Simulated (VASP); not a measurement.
Data:

```
CELL_PARAMETERS angstrom
      0.00000     2.57614     2.57614
      2.57614     0.00000     2.57614
      2.57614     2.57614     0.00000
ATOMIC_POSITIONS crystal
  Zr 0.00000 0.00000 0.00000
  O  0.25000 0.25000 0.25000
  O  0.75000 0.75000 0.75000
```

All values below come from RPBE GGA, VASP's PBE PAW potentials (set 64) (plane waves; VASP). Settings: 520 eV cut-off, Gaussian smearing of 0.050 eV, potentials Zr_sv O.

Give the energies of bands 7 to 15 at the high-symmetry points, in eV from the valence-band maximum.

| band | Γ | X | U | L | W |
|---|---|---|---|---|---|
| 7 | -5.01 | -5.66 | -5.09 | -4.03 | -4.54 |
| 8 | -5.01 | -3.07 | -3.49 | -4.03 | -4.49 |
| 9 | -5.01 | -3.07 | -2.98 | -2.43 | -2.31 |
| 10 | -0.51 | -1.46 | -2.12 | -2.42 | -2.31 |
| 11 | -0.51 | -1.46 | -1.19 | -1.60 | -1.33 |
| 12 | -0.51 | 0.00 | -0.32 | -1.60 | -0.19 |
| 13 | 3.30 | 3.74 | 3.94 | 3.89 | 4.34 |
| 14 | 3.30 | 4.57 | 4.58 | 3.89 | 4.44 |
| 15 | 6.50 | 5.49 | 5.84 | 5.74 | 5.96 |

The gap is indirect, 3.30 eV, from the valence maximum at X to the conduction minimum at Γ.

The compound is ZrO2 in the fluorite structure, the high-temperature cubic form, which is unstable at 0 K; the monoclinic form is the stable one. It was relaxed first.
